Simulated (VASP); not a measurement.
Input:

```xyz
2
Lattice="1.2060 -2.0888 0.0000 1.2060 2.0888 0.0000 0.0000 0.0000 3.8970" Properties=species:S:1:pos:R:3 pbc="T T T"
Co     1.2060     0.6963     0.9742
Co     1.2060    -0.6963     2.9227
```
Starting moments (μB, in the order of the record's atoms Co Co): 1.6 1.6.

Computed with PBE GGA, VASP's PBE PAW potentials (set 64) (plane waves; VASP). Settings: 500 eV cut-off, 17×17×9 Γ-centred mesh, first-order Methfessel-Paxton smearing of 0.10 eV, potentials Co.

Question: The ions, cell shape and volume at an external pressure of 30.0 GPa are relaxed. Give the cell that the relaxation ends in.

Answer: 
```xyz
2
Lattice="1.2011 -2.0804 0.0000 1.2011 2.0804 0.0000 0.0000 0.0000 3.8819" Properties=species:S:1:pos:R:3 pbc="T T T"
Co     1.2011     0.6935     0.9705
Co     1.2011    -0.6935     2.9114
```
Space group P6_3/mmc (194), at a tolerance of 0.03 Å. The cell ends with 3.04 μB, on the sites 1.52 1.52 μB.

Question: How do energy and volume change from the first to the last step?

Answer: The energy (σ→0) changes by +20.5 meV/atom and the volume by -1.2 %, in 3 ionic steps.

| step | E(σ→0) (eV) | max force (eV/Å) | pressure (GPa) | volume (Å³) |
|---|---|---|---|---|
| 1 | -13.9207 | 0.000 | 26.03 | 19.63 |
| 2 | -13.7842 | 0.000 | 38.32 | 18.95 |
| 3 | -13.8798 | 0.000 | 30.00 | 19.40 |

The compound is Co in the hcp structure. This run relaxes it under an external pressure of 30 GPa. Symmetry was kept, so distortions that lower it aren't found.
